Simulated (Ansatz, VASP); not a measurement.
# LiF (Griceite) in two plane-wave programs, part 2 of 2

One calculation is typed for both programs; each brings its own data sets. How far apart do they land? The cell is taken from a series of runs on this material, whose earlier steps may have relaxed, scaled, displaced or heated it; both programs get it as it stands.

VASP 6.6.1 and Ansatz 0.2.0.

So far: Starting point; VASP: zone-centre phonons, PBE.

## 3. Ansatz: zone-centre phonons, PBE

Level of this step: Ansatz beside VASP: Kohn-Sham DFT, plane waves, PBE (Ansatz).

Ansatz runs on norm-conserving files, of PseudoDojo where its log says so.

The same cell, functional and mesh now go to Ansatz.

File input.yaml:

```yaml
crystal:
  lattice:
    - [-2.0302782396, 0.0, 2.0302782396]
    - [0.0, 2.0302782396, 2.0302782396]
    - [-2.0302782396, 2.0302782396, 0.0]
  atoms:
    - { symbol: Li, position: [0.0, 0.0, 0.0] }
    - { symbol: F, position: [0.5, 0.5, 0.5] }
kpoints:
  mp_grid: { grid: [8, 8, 8] }
hamiltonian:
  xc: pbe
  pseudopotentials: { kind: nc, accuracy: standard }
scf:
  occupations: { method: fixed }
output:
  eigenvalues: true
basis:
  ecutwfc: 1142.878
phonons:
  method: dfpt
  dielectric: true
  rigid_motions: translations
  qmesh: [4, 4, 4]
  temperatures: { t_max: 1000, t_step: 50 }
  qpath:
    path:
      - [[0.0, 0.0, 0.0], [0.0, 0.5, 0.5], [0.0, 0.625, 0.375]]
      - [[-0.375, 0.375, 0.0], [0.0, 0.0, 0.0], [0.0, 0.5, 0.0], [-0.25, 0.5, 0.25], [0.0, 0.5, 0.5]]
    npoints: 12
```

Command:

```console
$ ansatz run input.yaml --threads 2 --pin off --max-ram 4096MiB --backend cpu --events-out ev --progress --plain --runs-dir out
```

Numbers of over 12 decimals in the logs are rounded to 6 here.

Log:

```text
Warning: basis.ecutwfc = 1142.878 eV is below the records' recommended 1142.878222 eV, and the density's cutoff is lower with it unless basis.ecutrho_ratio is high enough to keep the records' density cutoff: compare with a run at a higher cutoff
Engine: ansatz 0.2.0, aarch64-unknown-linux-gnu
Pseudopotentials: kind: nc
Pseudopotential: Li, nc, valence charge 3, recommended cutoff 1006.821291 eV (normal), Li.nc.azcp (PseudoDojo's, or run here from an input of PseudoDojo's; its table is named by hamiltonian.pseudopotentials.accuracy)
Pseudopotential: F, nc, valence charge 7, recommended cutoff 1142.878222 eV (normal), F.nc.azcp (PseudoDojo's, or run here from an input of PseudoDojo's; its table is named by hamiltonian.pseudopotentials.accuracy)
Functional definition: PBE
  parameter kappa = 0.804
  parameter beta = 0.066725
  exchange = pbe_x(kappa = kappa, mu = beta*pi^2/3)
  correlation = pbe_c(beta = beta)
Crystal: 2 atoms, lattice volume = 16.738 Å³
Basis set: ecut = 1142.878 eV, 1459 PW (Γ), exchange–correlation on 64×64×64 points (8 copies of the dense FFT grid, shifted against one another)
Bands: 9, of which v1, the nominal top of the filled ones, is band 5 counted from 1 (4 counted from 0)
Symmetry: 48 space group operations
k-points: 59 of 512 (irreducible under 8 space group operations, time reversal used)
Non-local potential: Li, projectors of the file, l = 0: 2, l = 1: 2
Non-local potential: F, projectors of the file, l = 0: 2, l = 1: 2, l = 2: 1
Initial density: superposition of atomic densities (chi_scale 0.1, normalization cell, long waves kept (reshape's long-wave potential 0.00 eV rms))
Initial wavefunctions: pseudopotential atomic-orbital guess
Functional: x = pbe(κ = 0.804, μ = 0.219515), c = pbe(β = 0.066725)
SCF iter   1: F=—  HF=-870.694705 eV  |F-HF|=—  |Δ(HF+E_count)|=         —  Δρ=7.34e-2  dr2=3.66e-1  ethr=3.10e-3  ⟨swp⟩=4.4  Hψ=3289  notcnv=0  defer=107
preconditioner: auto → none  [insulator: Δε(μ)=8.211 eV  Ē_g=21.790 eV  n_scr=0 (ndim 8)  ℏωp=25.7 eV  f_vac=0.000  ε∞_Penn≈2.4]
SCF iter   2: F=—  HF=-870.544277 eV  |F-HF|=—  |Δ(HF+E_count)|=   1.50e-1  Δρ=2.95e-2  dr2=7.22e-2  ethr=3.10e-3  ⟨swp⟩=2.0  Hψ=1129  notcnv=0  defer=110
SCF iter   3: F=—  HF=-870.529995 eV  |F-HF|=—  |Δ(HF+E_count)|=   1.43e-2  Δρ=1.44e-2  dr2=1.69e-2  ethr=7.22e-4  ⟨swp⟩=2.0  Hψ=950  notcnv=0  defer=112
SCF iter   4: F=—  HF=-870.525616 eV  |F-HF|=—  |Δ(HF+E_count)|=   4.38e-3  Δρ=2.81e-3  dr2=2.93e-4  ethr=1.69e-4  ⟨swp⟩=2.5  Hψ=840  notcnv=0  defer=116
SCF iter   5: F=—  HF=-870.525921 eV  |F-HF|=—  |Δ(HF+E_count)|=   3.05e-4  Δρ=1.55e-4  dr2=1.11e-6  ethr=2.93e-6  ⟨swp⟩=2.0  Hψ=859  notcnv=0  defer=116
SCF iter   6: F=—  HF=-870.525912 eV  |F-HF|=—  |Δ(HF+E_count)|=   8.66e-6  Δρ=1.37e-5  dr2=7.80e-9  ethr=1.11e-8  ⟨swp⟩=2.8  Hψ=874  notcnv=0  defer=102
SCF iter   7: F=-870.525912 eV  HF=-870.525912 eV  |F-HF|=7.84e-11  |Δ(HF+E_count)|=   1.19e-8  Δρ=4.55e-7  dr2=1.91e-11  ethr=1.00e-12  ⟨swp⟩=7.2  Hψ=3615  notcnv=0
SCF 1 converged in 7 iterations: F = -870.525912 eV  dr2 = 1.91e-11
DFPT response loops at Γ: preconditioner auto → none (the input reference at scf.mixing.eps_inf says where Resta's filter doesn't serve); β = 0.50; Broyden in place of MSR1
NSCF: frozen V_eff on 29 k-points
NSCF: frozen V_eff on 576 k-points
DFPT response loops at q = (0, 0, 0.25) (fractional): mixed as the last ones told, above
NSCF: frozen V_eff on 300 k-points
DFPT response loops at q = (0, 0, -0.5) (fractional): mixed as the last ones told, above
NSCF: frozen V_eff on 328 k-points
DFPT response loops at q = (0, 0.25, 0.25) (fractional): mixed as the last ones told, above
NSCF: frozen V_eff on 1024 k-points
DFPT response loops at q = (0, 0.25, -0.5) (fractional): mixed as the last ones told, above
NSCF: frozen V_eff on 576 k-points
DFPT response loops at q = (0, 0.25, -0.25) (fractional): mixed as the last ones told, above
NSCF: frozen V_eff on 190 k-points
DFPT response loops at q = (0, -0.5, -0.5) (fractional): mixed as the last ones told, above
NSCF: frozen V_eff on 328 k-points
DFPT response loops at q = (0.25, -0.5, -0.25) (fractional): mixed as the last ones told, above
SCF converged after 7 iterations
Free energy (F): -870.525912 eV
Harris-Foulkes:  -870.525912 eV  (|F-HF|=7.84e-11)
Internal energy: -870.525912 eV  (E = F + TS)
E sigma→0 (E₀):  -870.525912 eV
Fermi energy:    0.717936 eV
--- Per-component energies (eV) ---
  E_band       = -120.031533
  E_kinetic    = 584.998762
  E_local      = -736.771469  (includes V_loc(G=0)·N_el)
  E_nonlocal   = -197.160997
  E_hartree    = 229.637937
  E_xc         = -198.567381
  E_vxc        = -230.373657  (∫ρ·V_xc dr)
  E_ewald      = -552.662766
  E_smearing   = -0.000000  (= −TS)
  E_closure    = 0.000000  (closes the sum)
  Σ components = -870.525912   (vs F -870.525912, Δ=0.00e0)
--- Band table (eV; the first three rows and the last of 59) ---
  k-point 0: bands = ["-40.1830", "-19.1116", "0.7179", "0.7179", "0.7179", "9.6200", "24.3865", "24.3865", "24.3865"]
  k-point 1: bands = ["-40.1753", "-19.0546", "0.2971", "0.6844", "0.6844", "10.0588", "21.1308", "22.8243", "22.8243"]
  k-point 2: bands = ["-40.1567", "-18.9122", "-0.6048", "0.6059", "0.6059", "10.9000", "18.4818", "21.0817", "21.0817"]
  k-point 58: bands = ["-40.1168", "-18.4499", "-2.1633", "-0.2370", "-0.2370", "15.3128", "17.1456", "17.9108", "20.6874"]
--- Phonons (Γ-DFPT): 2 representative perturbations + reference, on 59 of 512 k-points (Σ response iterations 6) ---
  k mesh reduced under 8 symmetry operations, with k and −k counted as one. Each operation leaves every solved perturbation unchanged. A smaller set is not considered because the run solves the response to a homogeneous field
  ASR residual: 4.073e-5 → 0.000e0 eV/Å²; symmetrization residual: 9.171e-7 eV/Å²
  ASR residual per site (eV/Å²): 9.81e-6 4.07e-5
  Γ frequencies (cm⁻¹): 0.00 0.00 0.00 270.75 270.75 270.75
  ε∞ (high-frequency dielectric tensor):
        2.044204    -0.000000    -0.000000
        0.000000     2.044204    -0.000000
        0.000000     0.000000     2.044204
  ε⁰ (static dielectric tensor: ions relaxed, cell fixed):
       10.819874    -0.000000     0.000000
       -0.000000    10.819874    -0.000000
        0.000000    -0.000000    10.819874
  ε⁰ − ε∞ (ionic part):
        8.775670    -0.000000     0.000000
       -0.000000     8.775670    -0.000000
        0.000000    -0.000000     8.775670
  softest optical mode at Γ: 270.75 cm⁻¹; the repairs (sum rule, projections) moved no ω² at Γ by more than (0.89 cm⁻¹)²
  Born effective charges Z* (e; rows j = field, columns β = displacement):
    site 0:
         1.05465    0.00000   -0.00000
        -0.00000    1.05465    0.00000
         0.00000    0.00000    1.05465
    site 1:
        -1.05465   -0.00000    0.00000
         0.00000   -1.05465    0.00000
        -0.00000   -0.00000   -1.05465
  Z* charge neutrality: 1.770e-5 e pre-enforcement
  k-mesh period / interband length: 23.0 Å / 0.76 Å = 30.24 at k = (0.0000, 0.0000, -0.5000), direct gap 10.918 eV — 14 or more, which is no proof of convergence
  optical modes at Γ without the LO–TO term, one row a degenerate level:
      ω (cm⁻¹)  modes    IR ((D/Å)²/amu)
        270.75      3            15.1449
  optical modes at Γ + LO–TO along q̂ = [1.0000, 0.0000, 0.0000]:
      ω (cm⁻¹)  modes    IR ((D/Å)²/amu)
        270.75      2            10.0966
        622.89      1             5.0483
  optical modes at Γ + LO–TO along q̂ = [0.0000, 1.0000, 0.0000]:
      ω (cm⁻¹)  modes    IR ((D/Å)²/amu)
        270.75      2            10.0966
        622.89      1             5.0483
  optical modes at Γ + LO–TO along q̂ = [0.0000, 0.0000, 1.0000]:
      ω (cm⁻¹)  modes    IR ((D/Å)²/amu)
        270.75      2            10.0966
        622.89      1             5.0483
--- Phonons (arbitrary-q DFPT): 8 irreducible q on the 4×4×4 mesh ---
  q = [0.0000, 0.0000, 0.0000] (star 1, of the zone-centre solve; hermiticity 1.34e-6, symmetrization 7.13e-15): -0.00 -0.00 -0.00 270.75 270.75 270.75
  q = [0.0000, 0.0000, 0.2500] (star 8, 2 solved perturbations on 288 of 512 k-point pairs; hermiticity 1.08e-7, symmetrization 8.72e-9): 131.73 131.73 251.03 270.27 270.27 607.03
  q = [0.0000, 0.0000, -0.5000] (star 4, 2 solved perturbations on 150 of 512 k-point pairs; hermiticity 1.84e-8, symmetrization 5.54e-9): 195.02 195.02 262.89 262.89 372.72 581.24
  q = [0.0000, 0.2500, 0.2500] (star 6, 4 solved perturbations in 528 linear systems a pass and spin channel, the states on 164 of 512 k-point pairs; hermiticity 1.19e-7, symmetrization 2.10e-8): 175.38 175.38 238.61 290.28 290.28 541.49
  q = [0.0000, 0.2500, -0.5000] (star 24, 4 solved perturbations in 1600 linear systems a pass and spin channel, the states on 512 of 512 k-point pairs; hermiticity 2.02e-7, symmetrization 1.01e-7): 219.16 254.69 288.26 316.77 340.94 487.68
  q = [0.0000, 0.2500, -0.2500] (star 12, 4 solved perturbations in 904 linear systems a pass and spin channel, the states on 288 of 512 k-point pairs; hermiticity 1.26e-7, symmetrization 2.31e-8): 186.33 259.60 268.65 306.39 329.03 526.02
  q = [0.0000, -0.5000, -0.5000] (star 3, 4 solved perturbations in 308 linear systems a pass and spin channel, the states on 95 of 512 k-point pairs; hermiticity 3.12e-8, symmetrization 2.58e-9): 240.27 240.27 311.30 311.30 329.95 446.92
  q = [0.2500, -0.5000, -0.2500] (star 6, 4 solved perturbations in 502 linear systems a pass and spin channel, the states on 164 of 512 k-point pairs; hermiticity 1.99e-7, symmetrization 1.42e-7): 258.35 299.85 299.85 348.99 379.03 379.03
  sum rule: each row above includes the acoustic sum rule's correction from the zone centre's row sums; it moved no ω² by more than (0.76 cm⁻¹)²
  mesh force constants: q→R imaginary residual 1.37e-18; ASR residual 4.073e-5 → 0.000e0 eV/Å²; symmetrization residual 4.441e-15 eV/Å²
  interpolated dispersion: 75 rows × 6 modes
  density of states and harmonic sums: on the 28×28×28 q-mesh, interpolated from the force constants of a 4×4×4 supercell (with the dipole–dipole term)
  largest difference from the sums on the solved wave vectors: F 8.36e-3 eV, S 1.25e-5 and C_V 3.96e-6 eV/K
  zero-point energy: 0.114410 eV/cell   skipped modes (ω ≤ 0): 3   left out of the sums: 2.28e-5 of the cell's modes: C_V's classical limit lies that fraction below 3 k_B per atom; for a crystal, a wire or a layer, F and S can be off by more, and a phonons.interpolated_qmesh denser along its periods is the remedy for the sampling
```

Reading the cycles: dr2 is the Hartree energy of the density residual (eV), the measure of convergence; HF is the Harris–Foulkes estimate of the energy, which meets the free energy F at convergence.

## 4. Side by side

Known differences besides the potentials themselves: fixed occupations in Ansatz, narrow Gaussian smearing in VASP; VASP's run holds the zone centre alone; the cutoff is 1142.88 eV in Ansatz and 750 eV in VASP. Total energies have different zeros and are not compared.

The two programs side by side:

```csv
quantity,Ansatz,VASP,difference
ε∞ xx,2.04,2.05,-0.30 %
ε∞ yy,2.04,2.05,-0.30 %
ε∞ zz,2.04,2.05,-0.30 %
Born charge of Li1 (mean of the diagonal) (e),1.05,1.05,0.00
Born charge of F2 (mean of the diagonal) (e),-1.05,-1.05,0.00
optical mode 1 to 3 (cm⁻¹),270.8,271.2,-0.18 %
```

Modes are paired by rising frequency, not by their patterns, so a pair may set unlike modes beside each other; they are those without the splitting of longitudinal modes.

## 5. What came out

| Quantity | Value |
| --- | --- |
| r.m.s. difference of the optical zone-centre modes, each program's sorted by frequency (zone-centre phonons, PBE) | 0.50 cm⁻¹ |

What this shows: The r.m.s. difference of the optical zone-centre modes, each program's sorted by frequency is 0.50 cm⁻¹ (zone-centre phonons, PBE). Such differences can come from data sets, numerical settings and the points named under the comparisons, not from the functional's error against experiment.

[Lines on the potential files, build, host, timing and source positions are cut from VASP's logs without a mark.]

[Logs are printed without paths, hosts, clocks, repeated set-up lines and the standing remarks that a program may print on its own settings, such as how far it seeks lower states.]

[Hosts, paths, dates, database ids (printed as entryN), source tags and the programs' standing remarks are cut or masked in the printed files.]
